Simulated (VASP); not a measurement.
NaF (rock salt) relaxed at rising pressure, in one space group throughout; other phases were not tried. The pressures are those reached. These are PBE GGA, VASP's PBE PAW potentials (set 64) (plane waves; VASP) values and carry that method's errors.

```
P (GPa)  V (Å³/atom)    k-mesh
-------  -----------  --------
-0.03         12.913  10×10×10
5.04          11.810  10×10×10
10.07         11.076  10×10×10
20.05         10.091  10×10×10
29.99          9.431  11×11×11
```

A change of mesh leaves a small step in the series.

Fit an equation of state and predict the volume at 44.90 GPa.

Least squares on the third-order Birch-Murnaghan form, P = (3B0/2)(y⁷ − y⁵)[1 + (3/4)(B′ − 4)(y² − 1)] with y = (V0/V)^(1/3), gives V0 = 12.907 Å³/atom, B0 = 46 GPa and B′ = 4.6, and so 8.725 Å³/atom. The run gave 8.729 Å³/atom, +0.0 % from the fit.

Pressures at which the relaxation failed are left out.

The compound is NaF in the rock salt structure.
